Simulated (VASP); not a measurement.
Consider the following.

```
ZrS2
1.0
    1.86262    -3.22615     0.00000
    1.86262     3.22615     0.00000
    0.00000     0.00000     6.59610
Zr S
1 2
Direct
  0.00000   0.00000   0.00000
  0.33333   0.66667   0.22156
  0.66667   0.33333   0.77844
```

All values below come from PW91 GGA, VASP's PBE PAW potentials (set 64) (plane waves; VASP). Settings: 520 eV cut-off, 7×7×4 Γ-centred mesh, Gaussian smearing of 0.050 eV, potentials Zr_sv S.

Without a dispersion term in the relaxation, distances and binding between the weakly bound layers, chains or molecules are unreliable, and so is what depends on them.

**Question.** The ions and cell shape at fixed volume are relaxed. Which structure does the run end with?

**Answer.** 
```
ZrS2
1.0
    1.84386    -3.19365     0.00000
    1.84386     3.19365     0.00000
    0.00000     0.00000     6.73104
Zr S
1 2
Cartesian
  0.00000   0.00000   0.00000
  1.84386   1.06455   1.44754
  1.84386  -1.06455   5.28350
```
Space group P-3m1 (164), at a tolerance of 0.03 Å.

**Question.** How much energy does the relaxation gain?

**Answer.** The energy (σ→0) changes by -6.0 meV/atom, in 7 ionic steps.

The compound is ZrS2 in the 1T layered structure. This cell is one point of a volume scan, at 1.03 of the reference volume. Symmetry was kept, so distortions that lower it aren't found.
